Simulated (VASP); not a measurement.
These are LDA (Ceperley-Alder, Perdew-Zunger), VASP's LDA PAW potentials (set 64) (plane waves; VASP) values and carry that method's errors.

Input for VASP

INCAR:
```
ALGO  =  Normal
EDIFF  =  1E-8
ENCUT  =  300
IBRION  =  8
ISIF  =  2
ISMEAR  =  0
LASPH  =  .TRUE.
LCHARG  =  .FALSE.
LEPSILON  =  .TRUE.
LREAL  =  .FALSE.
LWAVE  =  .FALSE.
NELM  =  100
NSW  =  1
PREC  =  Accurate
SIGMA  =  0.272
SYSTEM  =  KMgH3
```

### KPOINTS
```
Regular mesh
0
G
 7 7 7
0 0 0
```

File POSCAR:
```
KMgH3
4.0250
  1.0000000000   0.0000000000   0.0000000000
  0.0000000000   1.0000000000   0.0000000000
  0.0000000000   0.0000000000   1.0000000000
H Mg K
3 1 1
direct
  0.0000000000   0.5000000000   0.5000000000
  0.5000000000   0.0000000000   0.5000000000
  0.5000000000   0.5000000000   0.0000000000
  0.5000000000   0.5000000000   0.5000000000
  0.0000000000   0.0000000000   0.0000000000
```

POTCAR, in this order: H Mg K_sv (LDA.64 set). Program: vasp_std.

Output

OSZICAR:
```
...
RMM:  11    -0.550139218089E+00    0.50416E-05    0.22391E-05  2118   0.361E-03    0.116E-03
RMM:  12    -0.550135333761E+00    0.38843E-05   -0.87437E-06  1984   0.173E-03    0.267E-04
RMM:  13    -0.550134196712E+00    0.11370E-05    0.71180E-06  2018   0.850E-04    0.158E-04
RMM:  14    -0.550132970839E+00    0.12259E-05   -0.26555E-06  1850   0.408E-04    0.600E-05
RMM:  15    -0.550132559409E+00    0.41143E-06    0.20743E-06  1537   0.221E-04    0.126E-05
RMM:  16    -0.550132457965E+00    0.10144E-06   -0.82162E-07  1274   0.128E-04    0.842E-06
 Linear response to external field, progress :
  Direction:   3
       N       E                     dE             d eps       ncg     rms          rms(c)
RMM:   1    -0.514761414822E+00   -0.51476E+00   -0.68392E-01  1908   0.493E+00
RMM:   2    -0.528572513987E+00   -0.13811E-01   -0.69400E-02  1861   0.111E+00    0.106E+00
RMM:   3    -0.515694707197E+00    0.12878E-01   -0.31587E-02  1625   0.117E+00    0.588E-01
RMM:   4    -0.539953030026E+00   -0.24258E-01   -0.17532E-02  1692   0.969E-01    0.120E-01
RMM:   5    -0.549279815661E+00   -0.93268E-02   -0.61390E-03  1917   0.381E-01    0.354E-02
RMM:   6    -0.549591556815E+00   -0.31174E-03   -0.12157E-03  2097   0.142E-01    0.378E-02
RMM:   7    -0.549807213740E+00   -0.21566E-03   -0.16211E-04  1994   0.512E-02    0.299E-02
RMM:   8    -0.550149023444E+00   -0.34181E-03   -0.68424E-05  1825   0.326E-02    0.146E-02
RMM:   9    -0.550151617904E+00   -0.25945E-05    0.64678E-05  2073   0.142E-02    0.561E-03
RMM:  10    -0.550144979883E+00    0.66380E-05   -0.42935E-05  2006   0.837E-03    0.119E-03
RMM:  11    -0.550139096514E+00    0.58834E-05    0.25942E-05  2122   0.352E-03    0.114E-03
RMM:  12    -0.550135308121E+00    0.37884E-05   -0.10291E-05  1980   0.169E-03    0.256E-04
RMM:  13    -0.550134065489E+00    0.12426E-05    0.64722E-06  2000   0.837E-04    0.152E-04
RMM:  14    -0.550132957170E+00    0.11083E-05   -0.36710E-06  1799   0.413E-04    0.577E-05
RMM:  15    -0.550132590624E+00    0.36655E-06    0.22723E-06  1534   0.217E-04    0.197E-05
RMM:  16    -0.550132544899E+00    0.45726E-07   -0.98036E-07  1275   0.126E-04    0.229E-05
RMM:  17    -0.550132342893E+00    0.20201E-06    0.46495E-07  1135   0.865E-05    0.530E-06
 Linear response DOF=           4
 Linear response progress:
  Degree of freedom:   1/  4
       N       E                     dE             d eps       ncg     rms          rms(c)
RMM:   1    -0.170704489943E-01   -0.17070E-01   -0.99121E-03  1601   0.363E-01
RMM:   2    -0.161897880753E-01    0.88066E-03   -0.29834E-04  1639   0.832E-02    0.104E-01
RMM:   3    -0.164118886463E-01   -0.22210E-03   -0.18262E-04  1447   0.550E-02    0.565E-02
RMM:   4    -0.171092568620E-01   -0.69737E-03   -0.25948E-04  1415   0.583E-02    0.408E-03
RMM:   5    -0.171258649497E-01   -0.16608E-04   -0.97543E-06  1684   0.159E-02    0.100E-03
RMM:   6    -0.171358258322E-01   -0.99609E-05   -0.12394E-06  1789   0.417E-03    0.504E-04
RMM:   7    -0.171350708922E-01    0.75494E-06   -0.21276E-07  1829   0.172E-03    0.207E-04
RMM:   8    -0.171363081584E-01   -0.12373E-05   -0.81148E-08  1964   0.746E-04    0.972E-05
RMM:   9    -0.171360301473E-01    0.27801E-06   -0.16100E-07  1937   0.342E-04    0.236E-05
RMM:  10    -0.171360587933E-01   -0.28646E-07    0.54639E-08  2060   0.157E-04    0.203E-05
RMM:  11    -0.171360155917E-01    0.43202E-07   -0.27926E-09  2040   0.685E-05    0.546E-06
RMM:  12    -0.171359906390E-01    0.24953E-07   -0.33172E-09  2070   0.342E-05    0.350E-06
RMM:  13    -0.171359848686E-01    0.57704E-08    0.10494E-08  1892   0.152E-05    0.378E-07
 Linear response progress:
  Degree of freedom:   2/  4
       N       E                     dE             d eps       ncg     rms          rms(c)
RMM:   1    -0.154906500465E-01   -0.15491E-01   -0.61959E-03  2789   0.394E-01
RMM:   2    -0.151801756948E-01    0.31047E-03   -0.31907E-04  2694   0.913E-02    0.772E-02
RMM:   3    -0.154587933408E-01   -0.27862E-03   -0.12005E-04  2625   0.509E-02    0.438E-02
RMM:   4    -0.160418848332E-01   -0.58309E-03   -0.10230E-04  2484   0.476E-02    0.347E-03
RMM:   5    -0.160848335016E-01   -0.42949E-04   -0.13519E-05  3073   0.146E-02    0.115E-03
RMM:   6    -0.160798341378E-01    0.49994E-05   -0.26323E-06  3063   0.551E-03    0.843E-04
RMM:   7    -0.160819612690E-01   -0.21271E-05   -0.44991E-07  2974   0.269E-03    0.230E-04
RMM:   8    -0.160807356731E-01    0.12256E-05   -0.14507E-07  3107   0.129E-03    0.169E-04
RMM:   9    -0.160802385276E-01    0.49715E-06   -0.38667E-07  3274   0.515E-04    0.146E-05
RMM:  10    -0.160802433993E-01   -0.48718E-08    0.14777E-08  3488   0.241E-04    0.200E-05
 Linear response progress:
  Degree of freedom:   3/  4
       N       E                     dE             d eps       ncg     rms          rms(c)
RMM:   1    -0.254632787181E-02   -0.25463E-02   -0.25712E-03  1718   0.308E-01
RMM:   2    -0.242511223360E-02    0.12122E-03   -0.16900E-04  1632   0.757E-02    0.362E-02
RMM:   3    -0.241303301986E-02    0.12079E-04   -0.32105E-05  1680   0.276E-02    0.204E-02
RMM:   4    -0.242993408540E-02   -0.16901E-04   -0.19556E-05  1612   0.181E-02    0.337E-03
RMM:   5    -0.242487689353E-02    0.50572E-05   -0.24268E-06  1840   0.757E-03    0.698E-04
RMM:   6    -0.242300456415E-02    0.18723E-05   -0.58031E-07  1919   0.300E-03    0.369E-04
RMM:   7    -0.242309829716E-02   -0.93733E-07   -0.88972E-08  1940   0.106E-03    0.196E-04
RMM:   8    -0.242300063224E-02    0.97665E-07   -0.87871E-08  2026   0.464E-04    0.437E-05
RMM:   9    -0.242307150632E-02   -0.70874E-07    0.40261E-08  1958   0.211E-04    0.230E-05
RMM:  10    -0.242304920014E-02    0.22306E-07   -0.19218E-08  2139   0.996E-05    0.128E-05
RMM:  11    -0.242304206770E-02    0.71324E-08    0.90194E-09  2113   0.454E-05    0.604E-06
 Linear response progress:
  Degree of freedom:   4/  4
       N       E                     dE             d eps       ncg     rms          rms(c)
RMM:   1    -0.306217754198E+00   -0.30622E+00    0.24793E-01  1274   0.536E+00
RMM:   2    -0.304104129165E+00    0.21136E-02   -0.41258E-02  1613   0.144E+00    0.425E-02
RMM:   3    -0.305956753689E+00   -0.18526E-02   -0.42955E-03  1824   0.383E-01    0.321E-02
RMM:   4    -0.306014237762E+00   -0.57484E-04   -0.20875E-04  1908   0.718E-02    0.220E-02
RMM:   5    -0.306020691562E+00   -0.64538E-05   -0.52324E-05  1816   0.348E-02    0.238E-03
RMM:   6    -0.306023061920E+00   -0.23704E-05   -0.13288E-05  2084   0.132E-02    0.225E-03
RMM:   7    -0.306021226092E+00    0.18358E-05   -0.38464E-06  1984   0.597E-03    0.414E-04
RMM:   8    -0.306020417997E+00    0.80810E-06    0.36683E-06  2081   0.284E-03    0.378E-04
RMM:   9    -0.306019052578E+00    0.13654E-05    0.15757E-05  2017   0.162E-03    0.155E-04
RMM:  10    -0.306018830757E+00    0.22182E-06    0.20713E-07  2213   0.886E-04    0.102E-04
RMM:  11    -0.306018475970E+00    0.35479E-06    0.61913E-06  1980   0.541E-04    0.290E-05
RMM:  12    -0.306018245394E+00    0.23058E-06    0.14730E-07  2061   0.315E-04    0.113E-05
RMM:  13    -0.306018281117E+00   -0.35724E-07    0.21758E-06  2107   0.187E-04    0.174E-05
RMM:  14    -0.306018235254E+00    0.45864E-07    0.10840E-07  2045   0.112E-04    0.125E-05
RMM:  15    -0.306018150190E+00    0.85064E-07    0.84486E-07  1957   0.721E-05    0.378E-06
RMM:  16    -0.306018154903E+00   -0.47138E-08    0.41050E-08  1986   0.442E-05    0.378E-07
 Linear response finished
```

File OUTCAR:
```
------------------------ aborting loop because EDIFF is reached ----------------------------------------

 HEAD OF MICROSCOPIC STATIC DIELECTRIC TENSOR (INDEPENDENT PARTICLE, excluding Hartree and local field effects)
 ------------------------------------------------------
           3.955444     0.000000     0.000000
           0.000000     3.955444     0.000000
           0.000000     0.000000     3.955444
 ------------------------------------------------------

 MACROSCOPIC STATIC DIELECTRIC TENSOR (including local field effects in DFT)
 ------------------------------------------------------
           3.775436     0.000000    -0.000000
           0.000000     3.775436     0.000000
           0.000000     0.000000     3.775436
 ------------------------------------------------------

 PIEZOELECTRIC TENSOR (including local field effects)  for field in x, y, z        (e  Angst)
          XX          YY          ZZ          XY          YZ          ZX
  --------------------------------------------------------------------------------
  x     0.00000     0.00000     0.00000     0.00000     0.00000     0.00000
  y     0.00000     0.00000     0.00000     0.00000     0.00000     0.00000
  z     0.00000     0.00000     0.00000     0.00000     0.00000     0.00000

 PIEZOELECTRIC TENSOR (including local field effects)  for field in x, y, z        (C/m^2)
          XX          YY          ZZ          XY          YZ          ZX
  --------------------------------------------------------------------------------
  x     0.00000     0.00000     0.00000     0.00000     0.00000     0.00000
  y     0.00000     0.00000     0.00000     0.00000     0.00000     0.00000
  z     0.00000     0.00000     0.00000     0.00000     0.00000     0.00000

 BORN EFFECTIVE CHARGES (including local field effects) (in |e|, cummulative output)
 ---------------------------------------------------------------------------------
 ion    1
    1    -1.24756     0.00000    -0.00000
    2     0.00000    -0.81190    -0.00000
    3    -0.00000    -0.00000    -0.81190
 ion    2
    1    -0.81190     0.00000     0.00000
    2     0.00000    -1.24756    -0.00000
    3    -0.00000     0.00000    -0.81190
 ion    3
    1    -0.81190    -0.00000    -0.00000
    2     0.00000    -0.81190    -0.00000
    3    -0.00000    -0.00000    -1.24756
 ion    4
    1     1.89363    -0.00000    -0.00000
    2    -0.00000     1.89363    -0.00000
    3     0.00000    -0.00000     1.89363
 ion    5
    1     0.97774     0.00000     0.00000
    2    -0.00000     0.97774    -0.00000
    3     0.00000     0.00000     0.97774

   1 f  =   34.470080 THz   216.581903 2PiTHz 1149.798120 cm-1   142.556734 meV
             X         Y         Z           dx          dy          dz
      0.000000  2.012500  2.012500     0.926429   -0.045477    0.000529
      2.012500  0.000000  2.012500    -0.213429    0.197401    0.000529
      2.012500  2.012500  0.000000    -0.213429   -0.045477   -0.002294
      2.012500  2.012500  2.012500    -0.083631   -0.017820    0.000207
      0.000000  0.000000  0.000000    -0.013962   -0.002975    0.000035

   2 f  =   34.470080 THz   216.581903 2PiTHz 1149.798120 cm-1   142.556734 meV
             X         Y         Z           dx          dy          dz
      0.000000  2.012500  2.012500    -0.197411   -0.213399    0.003595
      2.012500  0.000000  2.012500     0.045479    0.926298    0.003595
      2.012500  2.012500  0.000000     0.045479   -0.213399   -0.015605
      2.012500  2.012500  2.012500     0.017821   -0.083619    0.001409
      0.000000  0.000000  0.000000     0.002975   -0.013960    0.000235

   3 f  =   34.470080 THz   216.581903 2PiTHz 1149.798120 cm-1   142.556734 meV
             X         Y         Z           dx          dy          dz
      0.000000  2.012500  2.012500    -0.001008   -0.003626   -0.218191
      2.012500  0.000000  2.012500     0.000232    0.015741   -0.218191
      2.012500  2.012500  0.000000     0.000232   -0.003626    0.947098
      2.012500  2.012500  2.012500     0.000091   -0.001421   -0.085496
      0.000000  0.000000  0.000000     0.000015   -0.000237   -0.014274

   4 f  =   18.447344 THz   115.908079 2PiTHz  615.337151 cm-1    76.292049 meV
             X         Y         Z           dx          dy          dz
      0.000000  2.012500  2.012500     0.000000    0.000000    0.707107
      2.012500  0.000000  2.012500    -0.000000   -0.000000   -0.707107
      2.012500  2.012500  0.000000    -0.000000    0.000000   -0.000000
      2.012500  2.012500  2.012500     0.000000   -0.000000    0.000000
      0.000000  0.000000  0.000000    -0.000000   -0.000000    0.000000

   5 f  =   18.447344 THz   115.908079 2PiTHz  615.337151 cm-1    76.292049 meV
             X         Y         Z           dx          dy          dz
      0.000000  2.012500  2.012500     0.000000    0.170613    0.000000
      2.012500  0.000000  2.012500    -0.686215    0.000000   -0.000000
      2.012500  2.012500  0.000000     0.686215   -0.170613    0.000000
      2.012500  2.012500  2.012500    -0.000000   -0.000000   -0.000000
      0.000000  0.000000  0.000000    -0.000000   -0.000000   -0.000000

   6 f  =   18.447344 THz   115.908079 2PiTHz  615.337151 cm-1    76.292049 meV
             X         Y         Z           dx          dy          dz
      0.000000  2.012500  2.012500     0.000000   -0.686215   -0.000000
      2.012500  0.000000  2.012500    -0.170613    0.000000    0.000000
      2.012500  2.012500  0.000000     0.170613    0.686215   -0.000000
      2.012500  2.012500  2.012500    -0.000000   -0.000000    0.000000
      0.000000  0.000000  0.000000    -0.000000   -0.000000    0.000000

   7 f  =   16.682929 THz   104.821933 2PiTHz  556.482605 cm-1    68.995019 meV
             X         Y         Z           dx          dy          dz
      0.000000  2.012500  2.012500    -0.203275   -0.442106   -0.000208
      2.012500  0.000000  2.012500    -0.480245   -0.187132   -0.000208
      2.012500  2.012500  0.000000    -0.480245   -0.442106   -0.000088
      2.012500  2.012500  2.012500     0.193794    0.178404    0.000084
      0.000000  0.000000  0.000000     0.033639    0.030967    0.000015

   8 f  =   16.682929 THz   104.821933 2PiTHz  556.482605 cm-1    68.995019 meV
...
```
(Selected blocks of OUTCAR.)

### OUTCAR
```
 val. band max:       -0.3063529979   @ k =   0.4286   0.0000   0.0000

 cond. band min:       2.1381252657   @ k =   0.4286   0.4286   0.4286


 Fermi energy:         0.9045801619

 k-point     1 :       0.0000    0.0000    0.0000
  band No.  band energies     occupation
      1     -29.0036      2.00000
      2     -12.6997      2.00000
      3     -12.6997      2.00000
      4     -12.6997      2.00000
      5      -5.9129      2.00000
      6      -0.7684      2.00000
      7      -0.7684      2.00000
      8       5.1982      0.00000
      9       5.1982      0.00000
     10       5.1982      0.00000
     11       7.5666      0.00000

 k-point     2 :       0.1429    0.0000    0.0000
  band No.  band energies     occupation
      1     -29.0011      2.00000
      2     -12.7514      2.00000
      3     -12.6956      2.00000
      4     -12.6956      2.00000
      5      -5.7143      2.00000
      6      -1.1052      2.00000
      7      -0.6883      2.00000
      8       5.1198      0.00000
      9       5.1198      0.00000
     10       5.3051      0.00000
     11       7.0104      0.00000

 k-point     3 :       0.2857    0.0000    0.0000
  band No.  band energies     occupation
      1     -28.9955      2.00000
      2     -12.8635      2.00000
      3     -12.6866      2.00000
      4     -12.6866      2.00000
      5      -5.1651      2.00000
      6      -1.9569      2.00000
      7      -0.4885      2.00000
      8       4.9347      0.00000
      9       4.9347      0.00000
     10       5.8501      0.00000
     11       6.0155      0.00000

 k-point     4 :       0.4286    0.0000    0.0000
  band No.  band energies     occupation
      1     -28.9911      2.00000
      2     -12.9496      2.00000
      3     -12.6792      2.00000
      4     -12.6792      2.00000
      5      -4.4207      2.00000
      6      -2.9282      2.00000
      7      -0.3064      2.00000
      8       4.7821      0.00000
      9       4.7821      0.00000
...
```

The structure comes from a measured KMgH3 entry of the Crystallography Open Database, whose conditions weren't checked. The cell was not relaxed at this level. The run is one of a series of settings (EDIFF = 1E-8, IBRION = 8, LEPSILON = .TRUE., NSW = 1 against the base run), some of them coarse on purpose.
